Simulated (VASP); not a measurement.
Input:

```yaml
crystal:
  lattice:
    - [3.86284, 0.00000, 0.00000]
    - [-1.93142, 3.34531, 0.00000]
    - [0.00000, 0.00000, 6.33190]
  atoms:
    - { symbol: Al, position: [0.33333, 0.66667, 0.99989] }
    - { symbol: Al, position: [0.66667, 0.33333, 0.49989] }
    - { symbol: P, position: [0.33333, 0.66667, 0.37511] }
    - { symbol: P, position: [0.66667, 0.33333, 0.87511] }
```

These are PBEsol GGA, VASP's PBE PAW potentials (set 64) (plane waves; VASP 6.6.1) values and carry that method's errors. Numerical set-up: 500 eV cut-off, 7×7×4 Γ-centred mesh, Gaussian smearing of 0.050 eV, potentials Al P.

What does the run give for the energy per atom (σ→0)?

The energy per atom (σ→0) is -5.494 eV/atom.

Only differences to runs with the same potentials and settings are physical.

The structure was generated: AlP was put into the wurtzite type (P6_3mc), which need not be its known phase. It was relaxed first, which changed the volume by +12 %.
